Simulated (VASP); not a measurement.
Set up this calculation in VASP 6.6.1, as the native input.

| Quantity | Value |
| --- | --- |
| Task | relaxation of cell and atoms |
| Functional | PBE |
| Potentials or basis | VASP PAW PBE potentials, release 64 (Si, Sb, Te) |
| Cutoff | 520 eV |
| k mesh | 4 × 4 × 4 |
| Occupations | gaussian, width 0.15 eV |
| Spin | no spin polarisation |
| Further INCAR settings | PREC = Normal; ALGO = Fast; EDIFF = 0.0001; IBRION = 2; EDIFFG = -0.08; NSW = 24; ISIF = 3 |

The structure of Si2Sb2Te lies in POSCAR:

```
Si2Sb2Te
1.0
   -2.2536100100      3.1210974500      4.8288815900
    2.2536100100     -3.1210974500      4.8288815900
    2.2536100100      3.1210974500     -4.8288815900
Si Sb Te
2 2 1
Direct
    0.2895885300      0.5000000000      0.7895885300
    0.7104114700      0.5000000000      0.2104114700
    0.7102473900      0.2102473900      0.5000000000
    0.2897526100      0.7897526100      0.5000000000
    0.0000000000      0.0000000000      0.0000000000
```

The cell was built by a generator and needn't be a form met in nature.

The input as run:

INCAR

```
PREC = Normal ; ENCUT = 520
EDIFF = 1E-4 ; ISMEAR = 0
SIGMA = 0.15 ; LREAL = F
LASPH = T ; NELM = 60
ALGO = Fast ; ISIF = 3
LWAVE = F ; LCHARG = F
GGA = PE ; IBRION = 2
NSW = 24 ; EDIFFG = -0.08
KPAR = 2
```

KPOINTS

```
Automatic mesh
0
Gamma
  4 4 4
```

Potentials or basis: VASP PAW PBE potentials, release 64 (Si, Sb, Te).

Command:

```bash
$ cat potpaw_PBE.64/Si/POTCAR potpaw_PBE.64/Sb/POTCAR potpaw_PBE.64/Te/POTCAR > POTCAR
$ mpirun -np 2 vasp_std > vasp.out
```

Results of the run:

- Relaxed volume: 24.00 Å³/atom
- Relaxed cell: a = 5.482 Å, b = 5.482 Å, c = 5.482 Å, α = 123.27°, β = 109.59°, γ = 96.67°
- Space group after relaxing (to 0.05 Å): Immm (No. 71)
- Energy gained by relaxing: 186.4 meV/atom
- Ionic steps: 15
- Pressure after relaxing: -0.1 GPa
- Largest force after relaxing: 0.072 eV/Å
- Band gap on the k mesh: none (metal or under the smearing width)

Caveat: the k mesh is coarse (spacing up to 0.43 Å⁻¹), so the values aren't converged; the relaxation stopped at a loose force limit of 0.08 eV/Å, so its end isn't a converged minimum.

Wall time 75 s on 2 MPI ranks on Intel(R) Xeon(R) 6975P-C (Granite Rapids), with other jobs on the host, peak memory 0.23 GiB a rank.
